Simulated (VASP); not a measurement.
A convergence study with VASP on KI: one setting is varied, all else stays as given below, so the limit is that of these other settings.

```xyz
8
Lattice="4.9742 0.0000 0.0000 -4.9742 4.9742 0.0000 0.0000 0.0000 24.5520" Properties=species:S:1:pos:R:3 pbc="T T T"
I      0.0000     0.0000     7.0000
I     -2.4871     2.4871    10.5174
I      0.0000     0.0000    14.0347
I     -2.4871     2.4871    17.5520
K      0.0000     0.0000    10.5174
K     -2.4871     2.4871     7.0000
K      0.0000     0.0000    17.5520
K     -2.4871     2.4871    14.0347
```

All values below come from LDA (Ceperley-Alder, Perdew-Zunger), VASP's LDA PAW potentials (set 64) (plane waves; VASP). The tightest run used: 600 eV cut-off, 6×6×1 Γ-centred mesh, Fermi-Dirac smearing of 0.050 eV, potentials I K_sv.

Unless said otherwise, spin-orbit coupling is left out, though it shifts the bands of the heavy elements here. Gaps are read on the run's mesh, which can miss a band edge.

```csv
setting,E (eV/atom),gap on the mesh (eV),plane waves
ENCUT = 150,-2.9588,3.852,2584
ENCUT = 180,-3.0266,3.783,3357
ENCUT = 210,-3.0189,3.753,4264
```

Question: These are the cheaper rows. Estimate the results at ENCUT = 600, and how far the last row shown lies from them.

Answer: 
| quantity | tightest run | last row shown is off by |
|---|---|---|
| E (eV/atom) | -3.0130 | -0.0059 |
| gap on the mesh (eV) | 3.735 | 0.017 |

Left out are rungs that failed or repeat a setting and relaxations that didn't move; long series are thinned to 24 rows.

The cell is a sheet or thin cut with vacuum, built from a generated structure.
